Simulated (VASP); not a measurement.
Method: SCAN meta-GGA, VASP's PBE PAW potentials (set 64) (plane waves; VASP).

VASP input:

POSCAR:
```
Re
1
    1.3800000000    -2.3902300000     0.0000000000
    1.3800000000     2.3902300000     0.0000000000
    0.0000000000     0.0000000000     4.4600000000
Re
2
Direct
  0.3333330000   0.6666670000   0.2500000000
  0.6666670000   0.3333330000   0.7500000000
```

### KPOINTS
```
kpoints
0
gamma
 14 14 8
0 0 0
```

INCAR:
```
! general
SYSTEM  = Re
PREC    = Accurate
ENCUT   = 520
LREAL   = .FALSE.
LASPH   = .TRUE.   ! aspherical one-centre terms

! electronic loop
EDIFF   = 1E-6
NELM    = 100   ! most electronic steps
ALGO    = Normal   ! blocked Davidson
LMAXMIX = 6   ! l cut-off of mixed one-centre charges
LMIXTAU = .TRUE.

! smearing
ISMEAR  = 1
SIGMA   = 0.1   ! width (eV)

! functional
METAGGA = SCAN

! ions
IBRION  = 2   ! conjugate gradients
NSW     = 60   ! most ionic steps
ISIF    = 3   ! ions, shape and volume
EDIFFG  = -0.01

! output
LWAVE   = .FALSE.
LCHARG  = .FALSE.
```

POTCAR, in this order: Re (PBE.64 set). Program: vasp_std.

The resulting files:

File OSZICAR:
```
...
   1 F= -.14219477E+03 E0= -.14219496E+03  d E =-.142195E+03
       N       E                     dE             d eps       ncg     rms          rms(c)
DAV:   1    -0.142698173298E+03   -0.50341E+00   -0.96488E+01  2640   0.713E+02    0.471E+01
DAV:   2    -0.141888850337E+03    0.80932E+00   -0.17471E+00  4257   0.394E+01    0.150E+01
DAV:   3    -0.141734474145E+03    0.15438E+00   -0.58592E-01  4506   0.266E+01    0.372E+00
DAV:   4    -0.141731977013E+03    0.24971E-02   -0.12354E-01  4125   0.521E+00    0.469E-01
DAV:   5    -0.141720705230E+03    0.11272E-01   -0.87339E-02  4770   0.751E+00    0.145E+00
DAV:   6    -0.141723721772E+03   -0.30165E-02   -0.25209E-02  4191   0.297E+00    0.180E-01
DAV:   7    -0.141722686048E+03    0.10357E-02   -0.91357E-03  4074   0.173E+00    0.115E-01
DAV:   8    -0.141722567230E+03    0.11882E-03   -0.41206E-03  4025   0.114E+00    0.739E-02
DAV:   9    -0.141722392999E+03    0.17423E-03   -0.80349E-04  4086   0.456E-01    0.432E-02
DAV:  10    -0.141722385161E+03    0.78384E-05   -0.83175E-05  4146   0.145E-01    0.990E-03
DAV:  11    -0.141722384185E+03    0.97510E-06   -0.13479E-05  4017   0.506E-02    0.979E-03
DAV:  12    -0.141722385564E+03   -0.13781E-05   -0.25135E-07  1746   0.195E-02    0.107E-02
DAV:  13    -0.141722385132E+03    0.43156E-06   -0.18421E-07  1665   0.322E-02
   2 F= -.14172239E+03 E0= -.14172262E+03  d E =0.472382E+00
       N       E                     dE             d eps       ncg     rms          rms(c)
DAV:   1    -0.142264865512E+03   -0.54248E+00   -0.32576E+01  3328   0.348E+02    0.297E+01
DAV:   2    -0.142362258976E+03   -0.97393E-01   -0.92547E-01  4241   0.197E+01    0.137E+01
DAV:   3    -0.142241022266E+03    0.12124E+00   -0.87139E-01  4807   0.265E+01    0.462E+00
DAV:   4    -0.142220404852E+03    0.20617E-01   -0.19550E-01  4388   0.885E+00    0.532E-01
DAV:   5    -0.142235457114E+03   -0.15052E-01   -0.11048E-01  4253   0.612E+00    0.125E+00
DAV:   6    -0.142220375288E+03    0.15082E-01   -0.84423E-02  3950   0.409E+00    0.194E-01
DAV:   7    -0.142218543571E+03    0.18317E-02   -0.10763E-02  4005   0.147E+00    0.110E-01
DAV:   8    -0.142218576588E+03   -0.33017E-04   -0.16045E-03  4080   0.597E-01    0.216E-02
DAV:   9    -0.142218505621E+03    0.70967E-04   -0.14790E-04  4082   0.165E-01    0.575E-02
DAV:  10    -0.142218504682E+03    0.93908E-06   -0.11494E-04  4435   0.196E-01    0.361E-03
DAV:  11    -0.142218513264E+03   -0.85821E-05   -0.39846E-05  4189   0.128E-01    0.297E-02
DAV:  12    -0.142218501101E+03    0.12163E-04   -0.11471E-05  3770   0.663E-02    0.157E-03
DAV:  13    -0.142218498527E+03    0.25741E-05   -0.35115E-06  2486   0.340E-02    0.170E-03
DAV:  14    -0.142218499001E+03   -0.47449E-06   -0.15829E-07  1554   0.126E-02
   3 F= -.14221850E+03 E0= -.14221878E+03  d E =-.237321E-01
       N       E                     dE             d eps       ncg     rms          rms(c)
DAV:   1    -0.142218597786E+03   -0.99259E-04   -0.49506E-03  2666   0.462E+00    0.320E-01
DAV:   2    -0.142218587152E+03    0.10634E-04   -0.27452E-04  4081   0.310E-01    0.144E-01
DAV:   3    -0.142218569870E+03    0.17282E-04   -0.21847E-04  4710   0.341E-01    0.610E-02
DAV:   4    -0.142218564190E+03    0.56799E-05   -0.11161E-04  4213   0.161E-01    0.737E-03
DAV:   5    -0.142218561981E+03    0.22090E-05   -0.24307E-05  4081   0.746E-02    0.343E-03
DAV:   6    -0.142218565453E+03   -0.34720E-05   -0.11769E-05  3708   0.478E-02    0.173E-03
DAV:   7    -0.142218563143E+03    0.23100E-05   -0.25196E-06  2033   0.216E-02    0.115E-03
DAV:   8    -0.142218563097E+03    0.45581E-07   -0.28308E-07  1410   0.272E-02
   4 F= -.14221856E+03 E0= -.14221885E+03  d E =-.237962E-01
       N       E                     dE             d eps       ncg     rms          rms(c)
DAV:   1    -0.142218566756E+03   -0.36133E-05   -0.93404E-04  2736   0.200E+00    0.141E-01
DAV:   2    -0.142218563764E+03    0.29925E-05   -0.48522E-05  4061   0.131E-01    0.634E-02
DAV:   3    -0.142218559348E+03    0.44155E-05   -0.38064E-05  4537   0.148E-01    0.269E-02
DAV:   4    -0.142218559100E+03    0.24816E-06   -0.17879E-05  3979   0.668E-02    0.323E-03
DAV:   5    -0.142218558820E+03    0.27999E-06   -0.13265E-06  1533   0.297E-02
   5 F= -.14221856E+03 E0= -.14221884E+03  d E =-.237919E-01
       N       E                     dE             d eps       ncg     rms          rms(c)
DAV:   1    -0.142218888338E+03   -0.32924E-03   -0.35972E-02  3987   0.733E+00    0.118E-01
DAV:   2    -0.142218788156E+03    0.10018E-03   -0.56137E-04  5033   0.454E-01    0.105E-01
DAV:   3    -0.142218768833E+03    0.19323E-04   -0.22631E-03  3914   0.614E-01    0.350E-02
DAV:   4    -0.142218719554E+03    0.49279E-04   -0.15364E-03  3945   0.507E-01    0.499E-02
DAV:   5    -0.142218622537E+03    0.97017E-04   -0.18695E-04  4019   0.182E-01    0.254E-02
DAV:   6    -0.142218627093E+03   -0.45562E-05   -0.32768E-05  4057   0.926E-02    0.120E-02
DAV:   7    -0.142218640605E+03   -0.13511E-04   -0.16815E-04  3972   0.178E-01    0.612E-03
DAV:   8    -0.142218617669E+03    0.22935E-04   -0.75922E-05  3981   0.122E-01    0.227E-03
DAV:   9    -0.142218618155E+03   -0.48619E-06   -0.27620E-06  1991   0.299E-02
   6 F= -.14221862E+03 E0= -.14221894E+03  d E =-.593353E-04
       N       E                     dE             d eps       ncg     rms          rms(c)
DAV:   1    -0.142218696398E+03   -0.78728E-04   -0.53307E-03  3979   0.284E+00    0.444E-02
DAV:   2    -0.142218680499E+03    0.15899E-04   -0.72751E-05  5100   0.168E-01    0.384E-02
DAV:   3    -0.142218672942E+03    0.75565E-05   -0.28169E-04  3943   0.219E-01    0.139E-02
DAV:   4    -0.142218665749E+03    0.71932E-05   -0.16801E-04  3920   0.169E-01    0.176E-02
DAV:   5    -0.142218657992E+03    0.77573E-05   -0.29330E-05  4003   0.741E-02    0.721E-03
DAV:   6    -0.142218659048E+03   -0.10566E-05   -0.11458E-05  3831   0.526E-02    0.455E-03
DAV:   7    -0.142218660668E+03   -0.16201E-05   -0.30154E-05  3782   0.788E-02    0.211E-03
DAV:   8    -0.142218657907E+03    0.27612E-05   -0.13380E-05  3832   0.541E-02    0.918E-04
DAV:   9    -0.142218657391E+03    0.51650E-06   -0.76433E-07  1365   0.158E-02
   7 F= -.14221866E+03 E0= -.14221897E+03  d E =-.985705E-04
       N       E                     dE             d eps       ncg     rms          rms(c)
DAV:   1    -0.142218664288E+03   -0.63804E-05   -0.73041E-03  2667   0.559E+00    0.389E-01
DAV:   2    -0.142218660756E+03    0.35318E-05   -0.40963E-04  4039   0.364E-01    0.176E-01
DAV:   3    -0.142218645605E+03    0.15151E-04   -0.34254E-04  4669   0.425E-01    0.788E-02
DAV:   4    -0.142218629779E+03    0.15826E-04   -0.16523E-04  4188   0.196E-01    0.668E-03
DAV:   5    -0.142218625139E+03    0.46403E-05   -0.46033E-05  4036   0.100E-01    0.439E-03
DAV:   6    -0.142218621785E+03    0.33537E-05   -0.25436E-05  3973   0.668E-02    0.245E-03
DAV:   7    -0.142218621109E+03    0.67639E-06   -0.47586E-06  2909   0.278E-02
   8 F= -.14221862E+03 E0= -.14221893E+03  d E =0.362821E-04
       N       E                     dE             d eps       ncg     rms          rms(c)
DAV:   1    -0.142218692121E+03   -0.70336E-04   -0.42430E-03  2651   0.427E+00    0.296E-01
DAV:   2    -0.142218683403E+03    0.87181E-05   -0.23451E-04  4087   0.276E-01    0.134E-01
DAV:   3    -0.142218667054E+03    0.16349E-04   -0.19014E-04  4668   0.321E-01    0.592E-02
DAV:   4    -0.142218662336E+03    0.47185E-05   -0.88340E-05  4190   0.145E-01    0.527E-03
DAV:   5    -0.142218662228E+03    0.10787E-06   -0.25025E-05  4019   0.750E-02    0.336E-03
DAV:   6    -0.142218664035E+03   -0.18070E-05   -0.14586E-05  3811   0.506E-02    0.173E-03
DAV:   7    -0.142218662249E+03    0.17858E-05   -0.25945E-06  2083   0.220E-02    0.183E-03
DAV:   8    -0.142218662265E+03   -0.16209E-07   -0.18294E-07  1344   0.197E-02
   9 F= -.14221866E+03 E0= -.14221897E+03  d E =-.487446E-05
```

File OUTCAR:
```
------------------------ aborting loop because EDIFF is reached ----------------------------------------
  FORCE on cell =-STRESS in cart. coord.  units (eV):
  Direction    XX          YY          ZZ          XY          YZ          ZX
  --------------------------------------------------------------------------------------
  Total       -0.0002382     -0.0002382     -0.0005936      0.0000000      0.0000000      0.0000000
  in kB       -0.0133065     -0.0133065     -0.0331608      0.0000000      0.0000000      0.0000000
  external PRESSURE =      -0.0199246 kB  Pullay stress =       0.0000000 kB
  volume of cell :       28.68
      direct lattice vectors                 reciprocal lattice vectors
     1.366970757 -2.367662692  0.000000000     0.365772272 -0.211178730 -0.000000000
     1.366970757  2.367662692  0.000000000     0.365772272  0.211178730 -0.000000000
     0.000000000 -0.000000000  4.430680592    -0.000000000  0.000000000  0.225698960
 POSITION                                       TOTAL-FORCE (eV/Angst)
 -----------------------------------------------------------------------------------
      1.36697      0.78922      1.10767        -0.000000     -0.000000      0.000000
      1.36697     -0.78922      3.32301         0.000000      0.000000      0.000000
 -----------------------------------------------------------------------------------
    total drift:                               -0.000001      0.000012     -0.000016
  FREE ENERGIE OF THE ION-ELECTRON SYSTEM (eV)
  ---------------------------------------------------
  free  energy   TOTEN  =      -142.2186622651 eV

  energy  without entropy=     -142.2195863163  energy(sigma->0) =     -142.21897028

 reached required accuracy - stopping structural energy minimisation
```
(Selected blocks of OUTCAR.)

CONTCAR:
```
Re
   1.00000000000000
     1.3669707568767369   -2.3676626921658186    0.0000000000000000
     1.3669707568767369    2.3676626921658186    0.0000000000000000
     0.0000000000000000   -0.0000000000000000    4.4306805924495034
  Re
     2
Direct
     0.3333330000000032    0.6666669999999968    0.2500000000000000
     0.6666669999999968    0.3333330000000032    0.7500000000000000
```

Energy and stress use the plane-wave basis of the starting cell.

The compound is Re in the hcp structure. This run relaxes it. Symmetry was kept, so distortions that lower it aren't found.
